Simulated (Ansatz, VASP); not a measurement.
# Pt (Pt wire along [110], 4 atoms a period): VASP beside Ansatz, part 2 of 2

One calculation is typed for both programs; each brings its own data sets. How far apart do they land? Of the first pair: The structure shown is the start of the Ansatz relaxation below; VASP solves that cell, so the two are compared at the walk's first step.

VASP 6.6.1 and Ansatz 0.2.0.

So far: The structure; Ansatz: relaxation, PBE; VASP: single point, PBE, start cell, pair 1.

## Step 3: VASP: single point, PBE, start cell, pair 1 (continued)

Level of this step: PBE; plane waves and PAW (Pt) (VASP).

Numbers of over 12 decimals in the logs are rounded to 6 here.

Parts of OUTCAR (step 3):

```text
ion  position               nearest neighbor table
   1  0.316  0.500  0.000-   3 2.81   3 2.81   4 2.81   4 2.81
   2  0.684  0.500  0.000-   3 2.81   3 2.81   4 2.81   4 2.81
   3  0.500  0.354  0.500-   1 2.81   2 2.81   1 2.81   2 2.81   4 2.81
   4  0.500  0.646  0.500-   1 2.81   2 2.81   1 2.81   2 2.81   3 2.81

  LATTYP: Found a simple orthorhombic cell.
 ALAT       =     2.8072140000
 B/A-ratio  =     3.4222542350
 C/A-ratio  =     3.8365439899

 Subroutine GETGRP returns: Found  8 space group operations
 (whereof  4 operations were pure point group operations)

The static configuration has the point symmetry C_2v.
 The point group associated with its full space group is D_2h.

 Found     15 irreducible k-points:

   k-points           NKPTS =     15   k-points in BZ     NKDIM =     15   number of bands    NBANDS=     26

   dimension x,y,z NGX =    70 NGY =   64 NGZ =   18
   dimension x,y,z NGXF=   140 NGYF=  128 NGZF=   36

   ENCUT  =  400.0 eV  29.40 Ry    5.42 a.u.  17.56 15.67  4.58*2*pi/ulx,y,z

   NELECT =      40.0000    total number of electrons

 k-points in reciprocal lattice and weights: Automatic mesh
   0.00000000  0.00000000  0.00000000       0.034
   0.00000000  0.00000000  0.03448276       0.069
   0.00000000  0.00000000  0.06896552       0.069
   0.00000000  0.00000000  0.10344828       0.069
   0.00000000  0.00000000  0.13793103       0.069
   0.00000000  0.00000000  0.17241379       0.069
   0.00000000  0.00000000  0.20689655       0.069
   0.00000000  0.00000000  0.24137931       0.069
   0.00000000  0.00000000  0.27586207       0.069
[...]
0.00000000  0.00000000  0.44827586       0.069
   0.00000000  0.00000000  0.48275862       0.069

 average (electrostatic) potential at core
       1 -75.0597       2 -75.0597       3 -75.1985       4 -75.1985

 E-fermi :  -2.0568

 k-point     1 :       0.0000    0.0000    0.0000
  band No.  band energies     occupation
    ...
     16      -2.7625      2.00000
     17      -2.6861      1.99999
     18      -2.5608      1.99992
     19      -2.1457      1.71084
     20      -2.0584      1.01611
     21      -1.9435      0.18794
     22      -1.7529      0.00458
     23      -1.7090      0.00190
     24      -0.9382      0.00000
     25       0.2937      0.00000
    ...

 k-point     2 :       0.0000    0.0000    0.0345
  band No.  band energies     occupation
    ...
     17      -2.6131      1.99997
     18      -2.5303      1.99985
     19      -2.1271      1.60597
     20      -2.0504      0.93569
     21      -2.0040      0.51611
     22      -1.7835      0.00842
     23      -1.7751      0.00712
     24      -0.8897      0.00000
     25       0.3868      0.00000
     26       0.4734      0.00000

 k-point     3 :       0.0000    0.0000    0.0690
  band No.  band energies     occupation
    ...
     16      -2.6885      1.99999
     17      -2.5552      1.99991
     18      -2.4453      1.99916
     19      -2.1514      1.73798
     20      -2.1491      1.72697
     21      -1.9500      0.21104
     22      -1.9336      0.15665
     23      -1.8657      0.04278
     24      -0.7687      0.00000
     25       0.6327      0.00000
    ...

  Total       -4.8940724     -2.5832465    -14.4213706      0.0000000      0.0000000      0.0000000
  in kB      -26.9961576    -14.2494277    -79.5496189      0.0000000      0.0000000      0.0000000
  external PRESSURE =     -40.2650681 kB  Pullay stress =       0.0000000 kB

  energy-cutoff  :      400.00
  volume of cell :      290.46
      direct lattice vectors                 reciprocal lattice vectors
    10.770000000  0.000000000  0.000000000     0.092850511  0.000000000  0.000000000
     0.000000000  9.607000000  0.000000000     0.000000000  0.104090767  0.000000000
     0.000000000  0.000000000  2.807214000     0.000000000  0.000000000  0.356225069

 POSITION                                       TOTAL-FORCE (eV/Angst)
 -----------------------------------------------------------------------------------
      3.40000      4.80361      0.00000         1.234289     -0.000000      0.000000
      7.37000      4.80361      0.00000        -1.234289     -0.000000      0.000000
      5.38500      3.40000      1.40361         0.000000      0.940725      0.000000
      5.38500      6.20721      1.40361         0.000000     -0.940725      0.000000
 -----------------------------------------------------------------------------------
    total drift:                                0.000000      0.000001     -0.000000

  FREE ENERGIE OF THE ION-ELECTRON SYSTEM (eV)
  ---------------------------------------------------
  free  energy   TOTEN  =       -18.2595114290 eV

  energy  without entropy=      -18.1447933546  energy(sigma->0) =      -18.20215239

 total charge
# of ion       s       p       d       tot
------------------------------------------
    1        0.593   0.273   8.037   8.904
    2        0.593   0.273   8.037   8.904
    3        0.571   0.323   8.031   8.925
    4        0.571   0.323   8.031   8.925
--------------------------------------------------
tot          2.328   1.192  32.137  35.657

[... 3 further parts left out ...]
```

## Step 4: Side by side

Known differences besides the potentials themselves: the data sets hold 72 valence electrons in Ansatz (on its PAW soft_1 files) and 40 in VASP; the cutoff is 420 eV in Ansatz and 400 eV in VASP. Total energies have different zeros and are not compared.

Forces (eV/Å; atoms numbered as in POSCAR):

| atom | Ansatz x, y, z | VASP x, y, z |
| --- | --- | --- |
| Pt1 | 1.225, 0.000, 0.000 | 1.234, 0.000, 0.000 |
| Pt2 | -1.225, 0.000, 0.000 | -1.234, 0.000, 0.000 |
| Pt3 | 0.000, 0.916, 0.000 | 0.000, 0.941, 0.000 |
| Pt4 | 0.000, -0.916, 0.000 | 0.000, -0.941, 0.000 |

The forces differ by 11 meV/Å r.m.s., which is 1.7 % of the r.m.s. force of 0.634 eV/Å (both taken over all components).

## Step 5: Ansatz: relaxation, PBE

This run makes the geometry at which the two programs are then compared. The cell compared in this pair holds 266.97 Å³, against 290.46 Å³ for the pair before.

The structure compared here is the end of the Ansatz relaxation.

This is the run of step 2 again, met here at its other cell.

## Step 6: VASP: single point, PBE, cell relaxed in part, pair 2

The same cell, functional, mesh and smearing now go to VASP, with its own data sets.

File INCAR:

```
SYSTEM = Pt
PREC = Accurate
ENCUT = 500
EDIFF = 1E-06
NELM = 120
ISMEAR = -1
SIGMA = 0.05
LREAL = .FALSE.
ALGO = Normal
GGA = PE
NBANDS = 26
LASPH = .TRUE.
LORBIT = 11
LWAVE = .FALSE.
LCHARG = .FALSE.
ISIF = 2
GGA_COMPAT = .FALSE.
```

File POSCAR:

```
Pt
1.0
   10.7700000000      0.0000000000      0.0000000000
    0.0000000000      9.6070000000      0.0000000000
    0.0000000000      0.0000000000      2.5802747692
Pt
4
Direct
    0.3406228477      0.5000111337      0.0000000000
    0.6593771523      0.5000111337      0.0000000000
    0.5000000000      0.3303005900      0.5000000000
    0.5000000000      0.6697216774      0.5000000000
```

File KPOINTS:

```
Automatic mesh
0
Gamma
1 1 29
0 0 0
```

Potentials, in the order of the species: Pt (PBE family, release 64).

Launch:

```sh
$ mpirun -np 1 vasp_std
```

What it wrote:

```text
[... set-up lines as in an earlier step ...]
 entering main loop
       N       E                     dE             d eps       ncg     rms          rms(c)
DAV:   1     0.256726292368E+03    0.25673E+03   -0.15385E+04   780   0.119E+03
DAV:   2     0.112537855365E+01   -0.25560E+03   -0.24100E+03  1072   0.218E+02
DAV:   3    -0.195230347716E+02   -0.20648E+02   -0.19678E+02   936   0.629E+01
DAV:   4    -0.202287281784E+02   -0.70569E+00   -0.68706E+00   924   0.107E+01
[...]
DAV:  17    -0.191086478613E+02   -0.19332E-04   -0.11930E-06   552   0.314E-03    0.922E-04
DAV:  18    -0.191086529081E+02   -0.50468E-05   -0.42291E-07   566   0.184E-03    0.427E-04
DAV:  19    -0.191086534505E+02   -0.54241E-06   -0.67812E-08   438   0.912E-04
   1 F= -.19108653E+02 E0= -.19077242E+02  d E =-.628234E-01
```

From OUTCAR (step 6):

```text
  Total       -0.0670279      0.0683005     -0.1451570      0.0000000      0.0000000      0.0000000
  in kB       -0.4022509      0.4098880     -0.8711224      0.0000000      0.0000000      0.0000000
  external PRESSURE =      -0.2878285 kB  Pullay stress =       0.0000000 kB

 POSITION                                       TOTAL-FORCE (eV/Angst)
 -----------------------------------------------------------------------------------
      3.66851      4.80361      0.00000         0.019143      0.000000      0.000000
      7.10149      4.80361      0.00000        -0.019143      0.000000      0.000000
      5.38500      3.17320      1.29014         0.000000      0.011992      0.000000
      5.38500      6.43402      1.29014         0.000000     -0.011992      0.000000
 -----------------------------------------------------------------------------------
    total drift:                                0.000000     -0.000001     -0.000000

  FREE ENERGIE OF THE ION-ELECTRON SYSTEM (eV)
  ---------------------------------------------------
  free  energy   TOTEN  =       -19.1086534505 eV

  energy  without entropy=      -19.0458300546  energy(sigma->0) =      -19.07724175

[... 1 part as in an earlier step ...]

[... 2 further parts left out ...]
[key lines of the parts left out:]
E-fermi :  -1.7345
```

## Step 7: Differences

What differs besides the data sets and the points named for the pairs above, as far as they apply: the data sets hold 72 valence electrons in Ansatz (on its PAW soft_1 files) and 40 in VASP; the cutoff is 420 eV in Ansatz and 500 eV in VASP; Ansatz's pressure holds a Pulay correction, VASP's none. Total energies have different zeros and are not compared.

The two programs side by side:

| quantity | Ansatz | VASP | difference |
| --- | --- | --- | --- |
| pressure (GPa) | 0.06 | -0.03 | +0.09 |

The largest component of a force difference here is 22 meV/Å.

## Step 8: Further runs

Further runs change the set-up of one program: Ansatz's method, potentials or start, or VASP's data sets, cutoff or form of LDA. The table gives Ansatz less VASP for each quantity, since a change that brings one quantity closer may part another.

| run | r.m.s. force difference (meV/Å) | pressure (GPa) |
| --- | --- | --- |
| as above | 12 | 0.087 |
| VASP with the data sets Pt_sv_GW | 10 | 0.74 |

## Step 9: Results

* r.m.s. force difference (single point, PBE, start cell, pair 1): 1.7 % of the r.m.s. force
* r.m.s. force difference (single point, PBE, cell relaxed in part, pair 2): 12 meV/Å

What this shows: The r.m.s. force difference is 12 meV/Å (single point, PBE, cell relaxed in part, pair 2), at about the 12 meV/Å picked in this series as the mark of a large difference. The data sets hold unlike numbers of valence electrons (72 in Ansatz and 40 in VASP), so part of the differences may come from the potentials. Single point, PBE, cell relaxed in part, pair 2, VASP with the data sets Pt_sv_GW: the difference in pressure goes from 0.087 to 0.74 GPa. Such differences can come from data sets, numerical settings and the points named under the comparisons, not from the functional's error against experiment.

[Lines on the potential files, build, host, timing and source positions are cut from VASP's logs without a mark.]

[Logs are printed without paths, hosts, clocks, repeated set-up lines and the standing remarks that a program may print on its own settings, such as how far it seeks lower states.]

[Hosts, paths, dates, database ids (printed as entryN), source tags and the programs' standing remarks are cut or masked in the printed files.]
